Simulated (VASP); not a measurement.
Calculation: rev-vdW-DF2, VASP's PBE PAW potentials (set 64) (plane waves; VASP).

VASP input:

File POSCAR:
```
GaP
1.0
  0.0000000000   2.7382993013   2.7382993013
  2.7382993013   0.0000000000   2.7382993013
  2.7382993013   2.7382993013   0.0000000000
Ga P
1 1
direct
  0.0000000000   0.0000000000   0.0000000000
  0.2500000000   0.2500000000   0.2500000000
```

### INCAR
```
NELM = 100
ALGO = Normal   ! blocked Davidson
LUSE_VDW = .TRUE.
LASPH = .TRUE.
LREAL = .FALSE.   ! projection in real space or not
LORBIT = 11   ! lm-projected
EDIFF = 1E-7   ! SCF stop (eV)
ISMEAR = -5   ! tetrahedra, Bloechl
SYSTEM = GaP
GGA = MK
AGGAC = 0.0
PARAM2 = 0.7114
LCHARG = .TRUE.
LMAXMIX = 4
ISIF = 2
LWAVE = .FALSE.
ZAB_VDW = -1.8867
NEDOS = 601   ! DOS grid
PARAM1 = 0.1234568
ENCUT = 520   ! plane-wave cut-off (eV)
PREC = Accurate
```

**KPOINTS**
```
Automatic mesh
0
Gamma
9 9 9
0 0 0
```

POTCAR, in this order: Ga_d P (PBE.64 set). Program: vasp_std.

Predict the energy per atom (σ→0).

```
Property                       Result
---------------------  --------------
energy per atom (σ→0)  -2.482 eV/atom
```

### OSZICAR
```
...
DAV:   8    -0.496318240755E+01    0.14291E-02   -0.11645E-02  1070   0.161E+00    0.132E-01
DAV:   9    -0.496327368727E+01   -0.91280E-04   -0.12562E-03  1169   0.656E-01    0.684E-02
DAV:  10    -0.496329986964E+01   -0.26182E-04   -0.80746E-05  1234   0.919E-02    0.342E-02
DAV:  11    -0.496332519649E+01   -0.25327E-04   -0.27393E-05   940   0.626E-02    0.315E-03
DAV:  12    -0.496332511176E+01    0.84732E-07   -0.14623E-06  1237   0.186E-02    0.274E-03
DAV:  13    -0.496332529928E+01   -0.18752E-06   -0.37674E-07   992   0.595E-03    0.115E-03
DAV:  14    -0.496332526651E+01    0.32769E-07   -0.30100E-08   565   0.268E-03
   1 F= -.49633253E+01 E0= -.49633253E+01  d E =0.000000E+00
```

The compound is GaP in the zinc blende structure. It was relaxed first.
